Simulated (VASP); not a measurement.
```yaml
crystal:
  lattice:
    - [4.10365, 0.00000, 0.00000]
    - [-2.05182, 3.55387, 0.00000]
    - [0.00000, 0.00000, 22.92700]
  atoms:
    - { symbol: Bi, position: [0.33333, 0.66667, 0.41620] }
    - { symbol: Bi, position: [0.00000, 0.00000, 0.58380] }
    - { symbol: Se, position: [0.00000, 0.00000, 0.34773] }
    - { symbol: Se, position: [0.66667, 0.33333, 0.50000] }
    - { symbol: Se, position: [0.33333, 0.66667, 0.65227] }
```

All values below come from PBEsol GGA, VASP's PBE PAW potentials (set 64) (plane waves; VASP). Settings: 400 eV cut-off, 7×7×1 Γ-centred mesh, tetrahedra with Blöchl corrections, potentials Bi_d Se.

The cell holds a wide vacuum, so values per volume refer to the whole cell.

**Question.** Estimate the energy per atom (σ→0).

**Answer.** 
```
Quantity                        Value
---------------------  --------------
energy per atom (σ→0)  -4.389 eV/atom
```

Only differences to runs with the same potentials and settings are physical.

The cell is a sheet with vacuum, built from a generated structure.
